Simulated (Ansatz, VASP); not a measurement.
# Cross-check of Zn (Zinc) between VASP and Ansatz

Wanted: the spread between two codes on one cell, functional and k mesh. The cell is taken from a series of runs on this material, whose earlier steps may have relaxed, scaled, displaced or heated it; both programs get it as it stands.

Calculated with Ansatz 0.2.0; plane waves, with VASP 6.6.1 beside it; zone-centre phonons at LDA.

### Step 1. The starting structure

It takes space group P6_3/mmc (No. 194, hexagonal). The conventional cell has a = 2.544 Å, b = 2.544 Å, c = 4.952 Å, α = 90.00°, β = 90.00°, γ = 120.00°. Nearest to Zn lie 6 Zn at 2.54 Å.

Structure file:

```xyz
2
Lattice="2.5442 0.0000 0.0000 -1.2721 2.2033 0.0000 0.0000 0.0000 4.9518" Properties=species:S:1:pos:R:3 pbc="T T T"
Zn    0.0000    1.4689    1.2379
Zn    1.2721    0.7344    3.7138
```

### Step 2. VASP: zone-centre phonons, LDA

Second derivatives magnify differences that forces hide, and they need a tight electronic threshold.

Lines of VASP's logs that name or quote its potential files are left out, and so is its time.

INCAR reads:

```
SYSTEM = Zn
PREC = Accurate
ENCUT = 500
EDIFF = 1E-08
NELM = 120
ISMEAR = 1
SIGMA = 0.2
LREAL = .FALSE.
ALGO = Normal
GGA = CA
NBANDS = 18
LORBIT = 11
LWAVE = .FALSE.
LCHARG = .FALSE.
ISIF = 2
IBRION = 8
LASPH = .TRUE.
GGA_COMPAT = .FALSE.
KPAR = 2
```

POSCAR reads:

```
Zn
1.0
    2.5441843998      0.0000000000      0.0000000000
   -1.2720921999      2.2033283221      0.0000000000
    0.0000000000      0.0000000000      4.9517540847
Zn
2
Direct
    0.3333333316      0.6666666684      0.2500000000
    0.6666666684      0.3333333316      0.7500000000
```

KPOINTS reads:

```
Automatic mesh
0
Gamma
18 18 10
0 0 0
```

PAW data sets: Zn (LDA family, release 64).

Started as:

```console
$ mpirun -np 2 vasp_std
```

Numbers of over 12 decimals in the logs are rounded to 6 here.

The log of the run:

```text
[banner, memory and clock lines left out]
running    2 mpi-ranks, on    1 nodes
 distrk:  each k-point on    1 cores,    2 groups
 distr:  one band on    1 cores,    1 groups

 POSCAR found type information on POSCAR Zn
 POSCAR found :  1 types and       2 ions
 LDA part: xc-table for (Slater(with rela. corr.)+CA(PZ))
 , standard interpolation
 POSCAR, INCAR and KPOINTS ok, starting setup
 FFT: planning ... GRIDC
 FFT: planning ... GRID_SOFT
 FFT: planning ... GRID
 WAVECAR not read
 entering main loop
       N       E                     dE             d eps       ncg     rms          rms(c)
DAV:   1     0.104705239989E+03    0.10471E+03   -0.12248E+04  8304   0.212E+03
DAV:   2     0.220903208577E+00   -0.10448E+03   -0.10138E+03  8008   0.295E+02
DAV:   3    -0.405310656220E+01   -0.42740E+01   -0.42601E+01  9008   0.686E+01
DAV:   4    -0.407535230784E+01   -0.22246E-01   -0.22240E-01  8844   0.500E+00
DAV:   5    -0.407538207194E+01   -0.29764E-04   -0.29764E-04  8748   0.163E-01    0.503E+00
DAV:   6    -0.378773814233E+01    0.28764E+00   -0.11153E+00  8668   0.235E+01    0.351E+00
DAV:   7    -0.376544587055E+01    0.22292E-01   -0.46139E-02 10200   0.384E+00    0.176E+00
DAV:   8    -0.375545787329E+01    0.99880E-02   -0.34549E-03 10836   0.830E-01    0.565E-02
DAV:   9    -0.375542602320E+01    0.31850E-04   -0.33177E-04 10104   0.221E-01    0.314E-02
DAV:  10    -0.375542882652E+01   -0.28033E-05   -0.22876E-05  8442   0.441E-02    0.288E-03
DAV:  11    -0.375542877497E+01    0.51549E-07   -0.67205E-07  8758   0.980E-03    0.226E-03
DAV:  12    -0.375542878708E+01   -0.12112E-07   -0.22252E-08  7358   0.209E-03    0.657E-04
DAV:  13    -0.375542877788E+01    0.91986E-08   -0.43585E-08  7650   0.435E-03
   1 F= -.37554288E+01 E0= -.37555528E+01  d E =0.372205E-03
 Linear response reoptimize wavefunctions to high precision
DAV:   1    -0.375542877708E+01    0.80627E-09   -0.97051E-10  5896   0.261E-04
DAV:   2    -0.375542877709E+01   -0.15007E-10   -0.49854E-11  4292   0.800E-05
 Linear response DOF=           2
 Linear response progress:
  Degree of freedom:   1/  2
       N       E                     dE             d eps       ncg     rms          rms(c)
RMM:   1    -0.200388364479E+00   -0.20039E+00   -0.19805E-03 47719   0.186E+00
RMM:   2    -0.200259668834E+00    0.12870E-03   -0.94446E-04 52631   0.302E-01    0.549E-02
RMM:   3    -0.199863222306E+00    0.39645E-03   -0.52162E-05 62589   0.562E-02    0.307E-02
RMM:   4    -0.199478048256E+00    0.38517E-03   -0.47796E-05 61042   0.533E-02    0.262E-03
RMM:   5    -0.199490188134E+00   -0.12140E-04   -0.64747E-07 65264   0.529E-03    0.129E-03
RMM:   6    -0.199489745542E+00    0.44259E-06   -0.45888E-08 64934   0.129E-03    0.148E-04
RMM:   7    -0.199490494152E+00   -0.74861E-06   -0.26187E-09 64920   0.375E-04    0.378E-05
RMM:   8    -0.199489940686E+00    0.55347E-06   -0.44916E-09 65797   0.111E-04    0.575E-06
RMM:   9    -0.199489832959E+00    0.10773E-06    0.93643E-09 64980   0.527E-05    0.166E-06
RMM:  10    -0.199489854655E+00   -0.21695E-07   -0.77750E-10 53376   0.331E-05    0.380E-07
RMM:  11    -0.199489860031E+00   -0.53766E-08   -0.18307E-09 42974   0.280E-05    0.194E-07
 first order change of Fermi-energy  -0.13794E-04
 force on displaced ion       1 direction 1 :  -0.539   0.000   0.000
 Linear response progress:
  Degree of freedom:   2/  2
       N       E                     dE             d eps       ncg     rms          rms(c)
RMM:   1    -0.227443751200E+00   -0.22744E+00   -0.69429E-03 16565   0.211E+00
RMM:   2    -0.224549239182E+00    0.28945E-02   -0.16843E-03 16733   0.510E-01    0.530E-02
RMM:   3    -0.224515876495E+00    0.33363E-04   -0.10633E-04 21101   0.772E-02    0.309E-02
RMM:   4    -0.224465681474E+00    0.50195E-04   -0.68557E-05 20986   0.325E-02    0.470E-03
RMM:   5    -0.224463053039E+00    0.26284E-05   -0.21542E-05 21844   0.602E-03    0.144E-03
RMM:   6    -0.224465496214E+00   -0.24432E-05   -0.60412E-06 21765   0.173E-03    0.286E-04
RMM:   7    -0.224465771830E+00   -0.27562E-06   -0.17661E-06 20858   0.583E-04    0.803E-05
RMM:   8    -0.224465342164E+00    0.42967E-06   -0.62496E-07 20477   0.188E-04    0.348E-05
RMM:   9    -0.224464767792E+00    0.57437E-06   -0.28358E-07 21568   0.863E-05    0.475E-06
RMM:  10    -0.224464788794E+00   -0.21002E-07   -0.11023E-07 21247   0.375E-05    0.180E-06
RMM:  11    -0.224464776169E+00    0.12625E-07   -0.53346E-08 18950   0.265E-05    0.483E-07
RMM:  12    -0.224464774099E+00    0.20703E-08   -0.13476E-08 12608   0.226E-05    0.116E-07
 first order change of Fermi-energy   0.57341E-04
 force on displaced ion       1 direction 3 :  -0.000   0.000  -2.057
 Linear response finished
```

OUTCAR, selected parts (step 2):

```text
ion  position               nearest neighbor table
   1  0.333  0.667  0.250-   2 2.88   2 2.88   2 2.88   2 2.88   2 2.88   2 2.88
   2  0.667  0.333  0.750-   1 2.88   1 2.88   1 2.88   1 2.88   1 2.88   1 2.88

  LATTYP: Found a hexagonal cell.
 ALAT       =     2.5441843998
 C/A-ratio  =     1.9463031395

 Subroutine GETGRP returns: Found 24 space group operations
 (whereof 12 operations were pure point group operations)

The static configuration has the point symmetry D_3d.
 The point group associated with its full space group is D_6h.

 Found    222 irreducible k-points:

   k-points           NKPTS =    222   k-points in BZ     NKDIM =    222   number of bands    NBANDS=     18

   dimension x,y,z NGX =    20 NGY =   20 NGZ =   36
   dimension x,y,z NGXF=    40 NGYF=   40 NGZF=   72

   ENCUT  =  500.0 eV  36.75 Ry    6.06 a.u.   4.64  4.64  9.03*2*pi/ulx,y,z

   NELECT =      24.0000    total number of electrons

 k-points in reciprocal lattice and weights: Automatic mesh
   0.00000000  0.00000000  0.00000000       0.000
   0.05555556  0.00000000  0.00000000       0.002
   0.11111111  0.00000000  0.00000000       0.002
   0.16666667  0.00000000  0.00000000       0.002
   0.22222222  0.00000000  0.00000000       0.002
   0.27777778 -0.00000000  0.00000000       0.002
   0.33333333 -0.00000000  0.00000000       0.002
   0.38888889  0.00000000  0.00000000       0.002
   0.44444444  0.00000000  0.00000000       0.002
[...]
0.33333333  0.27777778  0.50000000       0.004
   0.33333333  0.33333333  0.50000000       0.001

 average (electrostatic) potential at core
       1 -37.6113       2 -37.6113

  Total        0.1554911      0.1554911     -0.3078217      0.0000000      0.0000000      0.0000000
  in kB        8.9748939      8.9748939    -17.7673619      0.0000000      0.0000000      0.0000000
  external PRESSURE =       0.0608086 kB  Pullay stress =       0.0000000 kB

  energy-cutoff  :      500.00
  volume of cell :       27.76
      direct lattice vectors                 reciprocal lattice vectors
     2.544184400  0.000000000  0.000000000     0.393053271  0.226929412  0.000000000
    -1.272092200  2.203328322  0.000000000     0.000000000  0.453858823  0.000000000
     0.000000000  0.000000000  4.951754085     0.000000000  0.000000000  0.201948639

 POSITION                                       TOTAL-FORCE (eV/Angst)
 -----------------------------------------------------------------------------------
     -0.00000      1.46889      1.23794         0.000000     -0.000000      0.000000
      1.27209      0.73444      3.71382        -0.000000      0.000000      0.000000
 -----------------------------------------------------------------------------------
    total drift:                               -0.000000      0.000000      0.000000

 Eigenvectors and eigenvalues of the dynamical matrix
 ----------------------------------------------------

   1 f  =    3.920922 THz    24.635880 2PiTHz  130.787882 cm-1    16.215623 meV
             X         Y         Z           dx          dy          dz
     -0.000000  1.468886  1.237939     0.000000    0.000000   -0.707107
      1.272092  0.734443  3.713816     0.000000    0.000000    0.707107

   2 f  =    2.007005 THz    12.610385 2PiTHz   66.946486 cm-1     8.300303 meV
             X         Y         Z           dx          dy          dz
     -0.000000  1.468886  1.237939    -0.707107   -0.000001    0.000000
      1.272092  0.734443  3.713816     0.707107    0.000001    0.000000

   3 f  =    2.007005 THz    12.610385 2PiTHz   66.946486 cm-1     8.300303 meV
             X         Y         Z           dx          dy          dz
     -0.000000  1.468886  1.237939    -0.000001    0.707107    0.000000
      1.272092  0.734443  3.713816     0.000001   -0.707107    0.000000

   4 f  =    0.000000 THz     0.000000 2PiTHz    0.000000 cm-1     0.000000 meV
             X         Y         Z           dx          dy          dz
     -0.000000  1.468886  1.237939     0.179102   -0.684049    0.000000
      1.272092  0.734443  3.713816     0.179102   -0.684049    0.000000

   5 f  =    0.000000 THz     0.000000 2PiTHz    0.000000 cm-1     0.000000 meV
             X         Y         Z           dx          dy          dz
     -0.000000  1.468886  1.237939     0.000000    0.000000    0.707107
      1.272092  0.734443  3.713816     0.000000    0.000000    0.707107

   6 f/i=    0.000000 THz     0.000000 2PiTHz    0.000001 cm-1     0.000000 meV
             X         Y         Z           dx          dy          dz
     -0.000000  1.468886  1.237939    -0.684049   -0.179102    0.000000
      1.272092  0.734443  3.713816    -0.684049   -0.179102    0.000000

 ELASTIC MODULI CONTR FROM IONIC RELAXATION (kBar)
 Direction    XX          YY          ZZ          XY          YZ          ZX
 --------------------------------------------------------------------------------
 XX          -1.3487      1.3487     -0.0000     -0.0000     -0.0000      0.0000
 YY           1.3487     -1.3487     -0.0000      0.0000     -0.0000      0.0000
 ZZ          -0.0000     -0.0000     -0.0000      0.0000     -0.0000      0.0000
 XY          -0.0000      0.0000      0.0000     -1.3487      0.0000      0.0000
 YZ          -0.0000     -0.0000     -0.0000      0.0000     -0.0000      0.0000
 ZX           0.0000      0.0000      0.0000      0.0000      0.0000     -0.0000
 --------------------------------------------------------------------------------
```

Energies printed during the response cycles are not total energies of the cell.

### Step 3. Ansatz: zone-centre phonons, LDA

Ansatz runs on its PAW soft_1 files.

The same cell, functional (in two slightly different forms), mesh and smearing now go to Ansatz, which takes its cutoff from its data sets.

input.yaml reads:

```yaml
crystal:
  lattice:
    - [2.5441843998, 0.0, 0.0]
    - [-1.2720921999, 2.2033283221, 0.0]
    - [0.0, 0.0, 4.9517540847]
  atoms:
    - { symbol: Zn, position: [0.3333333316, 0.6666666684, 0.25] }
    - { symbol: Zn, position: [0.6666666684, 0.3333333316, 0.75] }
kpoints:
  mp_grid: { grid: [18, 18, 10] }
hamiltonian:
  xc: lda
  pseudopotentials: { kind: paw, azcp: { folder: soft_1 }, xc_functional: pbe }
scf:
  occupations: { method: methfessel_paxton, width: 0.2 }
output:
  eigenvalues: true
phonons:
  method: dfpt
```

Started as:

```console
$ ansatz run input.yaml --threads 4 --pin off --max-ram 10240MiB --backend cpu --events-out ev --progress --plain --runs-dir out
```

The log of the run:

```text
zone centre: on kpoints.mp_grid the ground state, and the responses unless they are solved on pairs of k-points, stand on 546 of the mesh's 3240 k-points, reduced under 4 symmetry operations, with k and −k counted as one. Each operation leaves every solved displacement unchanged or reverses it
Engine: ansatz 0.2.0, aarch64-unknown-linux-gnu
Pseudopotentials: kind: paw
Pseudopotential: Zn, paw, valence charge 12, recommended cutoff 420 eV (normal), soft_1/Zn.paw.azcp
Functional definition: SPW92
  exchange = slater_x
  correlation = pw_c
Crystal: 2 atoms, lattice volume = 27.758 Å³
Basis set: ecut = 420 eV, 527 PW (Γ), exchange–correlation on 36×36×72 points (8 copies of the dense FFT grid, shifted against one another)
Bands: 16, of which v1, the nominal top of the filled ones, is band 12 counted from 1 (11 counted from 0)
Symmetry: 24 space group operations
k-points: 546 of 3240 (irreducible under 4 space group operations, time reversal used)
Non-local potential: Zn, projectors of the file, l = 0: 2, l = 1: 2, l = 2: 3, l = 3: 1
PAW form: soft (Blöchl's): semilocal exchange-correlation on the pseudo side does not see the compensation charge
PAW frozen core: Zn, regenerated for the run's functional, and the local potential with it (the file was generated under x = pbe(κ = 0.804, μ = 0.219515), c = pbe(β = 0.066725))
PAW one-centre angular grid: Zn, 590 points (default); XC on 64 Gauss nodes
Initial density: superposition of atomic densities (chi_scale 0.1, normalization cell)
Initial wavefunctions: pseudopotential atomic-orbital guess
Functional: x = slater, c = lda
SCF iter   1: F=—  HF=-6492.850570 eV  |F-HF|=—  |Δ(HF+E_count)|=         —  Δρ=7.23e-2  dr2=1.04e0  ethr=3.10e-3  ⟨swp⟩=5.8  Hψ=52052  notcnv=0
preconditioner: auto → none  [metal: Δε(μ)=0.023 eV  Ē_g=13.046 eV  σ=0.200 eV  W_gap=0.10  n_scr=4 (ndim 8)  ℏωp=34.5 eV  f_vac=0.000  D(μ)=0.21/eV (n_scr^D=0)  sad-step TF]
SCF iter   2: F=—  HF=-6492.588259 eV  |F-HF|=—  |Δ(HF+E_count)|=   2.62e-1  S|Δr|=    0.00e0  Δρ=2.40e-2  dr2=7.46e-2  ethr=3.10e-3  ⟨swp⟩=2.0  Hψ=21593  notcnv=0  defer=8
SCF iter   3: F=—  HF=-6492.530289 eV  |F-HF|=—  |Δ(HF+E_count)|=   5.80e-2  S|Δr|=    0.00e0  Δρ=1.06e-2  dr2=2.23e-2  ethr=3.11e-4  ⟨swp⟩=2.0  Hψ=20250  notcnv=0  defer=8
SCF iter   4: F=—  HF=-6492.527409 eV  |F-HF|=—  |Δ(HF+E_count)|=   2.88e-3  S|Δr|=    0.00e0  Δρ=5.23e-3  dr2=2.24e-3  ethr=9.27e-5  ⟨swp⟩=2.0  Hψ=14201  notcnv=0  defer=8
SCF iter   5: F=—  HF=-6492.528520 eV  |F-HF|=—  |Δ(HF+E_count)|=   1.11e-3  S|Δr|=    0.00e0  Δρ=6.60e-4  dr2=3.41e-5  ethr=9.33e-6  ⟨swp⟩=2.0  Hψ=15606  notcnv=0  defer=8
SCF iter   6: F=—  HF=-6492.528538 eV  |F-HF|=—  |Δ(HF+E_count)|=   1.79e-5  S|Δr|=    0.00e0  Δρ=7.33e-5  dr2=4.49e-7  ethr=1.42e-7  ⟨swp⟩=2.0  Hψ=15283  notcnv=0  defer=8
SCF iter   7: F=—  HF=-6492.528539 eV  |F-HF|=—  |Δ(HF+E_count)|=   6.23e-7  S|Δr|=    0.00e0  Δρ=3.28e-6  dr2=1.24e-9  ethr=1.87e-9  ⟨swp⟩=2.0  Hψ=15088  notcnv=0  defer=8
SCF iter   8: F=-6492.528539 eV  HF=-6492.528539 eV  |F-HF|=0.00e0  |Δ(HF+E_count)|=  3.27e-10  S|Δr|=    0.00e0  Δρ=1.59e-7  dr2=2.31e-12  ethr=1.00e-12  ⟨swp⟩=5.6  Hψ=53500  notcnv=0
SCF 1 converged in 8 iterations: F = -6492.528539 eV  dr2 = 2.31e-12
  greatest PAW one-centre occupation: 0.982 electrons in one spin orbital (limit 2), on the Zn atom at site 1 (counted from 0), in its partial waves of l = 2
DFPT response loops at Γ: preconditioner auto → Kerker (q_TF=auto, 2.663 Å⁻¹) (partly filled bands, converged f_vac=0.000); β = 1.00, the filter's whole step (`scf.mixing.beta` (0.50) is not read by the response loops under this deck's `scf.mixing.preconditioner`; to damp them name `kerker` or `kerker_dos`, under which they read `scf.mixing.beta`, and type it under 1.00, their step now; both keys bind the ground state too); Broyden in place of MSR1
SCF converged after 8 iterations
Stability not checked: this state was not tested for a lower state beside it, because cold or Methfessel-Paxton smearing, or corrected tetrahedra, fill the levels in a way that the test cannot read (fill_not_monotonic; see scf.lower_state_search)
Free energy (F): -6492.528539 eV
Harris-Foulkes:  -6492.528539 eV  (|F-HF|=0.00e0)
Internal energy: -6492.528918 eV  (E = F + TS)
E sigma→0 (E₀):  -6492.528634 eV
Entropy (-TS):   0.000379 eV (0.190 meV/atom)
Fermi energy:    11.916580 eV
--- Per-component energies (eV) ---
  E_band       = 112.762022
  E_kinetic    = 299.058742
  E_local      = -3418.097251  (includes V_loc(G=0)·N_el)
  E_nonlocal   = 1636.796854
  E_hartree    = 1269.318549
  E_xc         = -157.823622
  E_vxc        = -106.219982  (∫ρ·V_xc dr)
  E_paw        = -3645.784201  (= ΣΔE_a)
  E_vpaw       = -837.412989  (= ΣTr[D̂ρ^β])
  E_aug_tail   = -0.000444  (compensation charges beyond the density's cutoff)
  E_ewald      = -2479.111832
  E_core_change = 3.114287  (= ΣΔE_core)
  E_smearing   = 0.000379  (= −TS)
  E_closure    = -0.000000  (closes the sum)
  Σ components = -6492.528539   (vs F -6492.528539, Δ=0.00e0)
--- Band table (eV; the first three rows and the last of 546) ---
  k-point 0: bands = [... 8 lower, 4.5332, 4.7294, 4.7294, 7.7196, 8.4517, 24.6549, 28.7602, 31.4791]
  k-point 1: bands = [... 8 lower, 4.5393, 4.7257, 4.7257, 6.8353, 9.4726, 23.6341, 29.8506, 31.5398]
  k-point 2: bands = [... 8 lower, 4.5566, 4.7146, 4.7146, 5.8170, 10.9075, 21.7613, 31.7190, 31.7190]
  k-point 545: bands = [... 8 lower, 4.7722, 4.7722, 9.2194, 9.2194, 16.4645, 16.4645, 18.1422, 18.1422]
--- Phonons (Γ-DFPT): 2 representative perturbations + reference, on 546 of 3240 k-points (Σ response iterations 7) ---
  k mesh reduced under 4 symmetry operations, with k and −k counted as one. Each operation leaves every solved displacement unchanged or reverses it
  ASR residual: 5.761e-5 → 0.000e0 eV/Å²; symmetrization residual: 2.842e-13 eV/Å²
  ASR residual per site (eV/Å²): 5.76e-5 5.76e-5
  Γ frequencies (cm⁻¹): 0.00 0.00 0.00 70.61 70.61 131.18
  non-analytic LO–TO correction: not included (Born effective charges unavailable; polar crystals: no LO–TO splitting at Γ)
```

### Step 4. Differences

Known differences besides the potentials themselves: the two LDA forms differ slightly; the cutoff is 420 eV in Ansatz and 500 eV in VASP; VASP's log shows a relativistic correction to its local exchange, Ansatz's none. Total energies have different zeros and are not compared.

The two programs side by side:

| quantity | Ansatz | VASP | difference |
| --- | --- | --- | --- |
| optical mode 1 to 2 (cm⁻¹) | 70.6 | 66.9 | +5.47 % |
| optical mode 3 (cm⁻¹) | 131.2 | 130.8 | +0.30 % |

Modes are paired by rising frequency, not by their patterns, so a pair may set unlike modes beside each other; they are those without the splitting of longitudinal modes.

### Step 5. Summary of results

```yaml
r_m_s_difference_of_the_optical_zone_centre_modes_each_program_s_sorted_by_frequency_zone_centre_phonons_lda: 3.0 cm⁻¹
difference_in_optical_mode_1_to_2_zone_centre_phonons_lda: +5.5 %
```

In words: The r.m.s. difference of the optical zone-centre modes, each program's sorted by frequency is 3.0 cm⁻¹ (zone-centre phonons, LDA). Among the rows given in per cent, the largest difference of the zone-centre phonons, LDA pair is in optical mode 1 to 2, +5.5 %. Such differences can come from data sets, numerical settings and the points named under the comparisons, not from the functional's error against experiment.

[Lines on the potential files, build, host, timing and source positions are cut from VASP's logs without a mark.]

[Logs are printed without paths, hosts, clocks, repeated set-up lines and the standing remarks that a program may print on its own settings, such as how far it seeks lower states.]

[Hosts, paths, dates, database ids (printed as entryN), source tags and the programs' standing remarks are cut or masked in the printed files.]
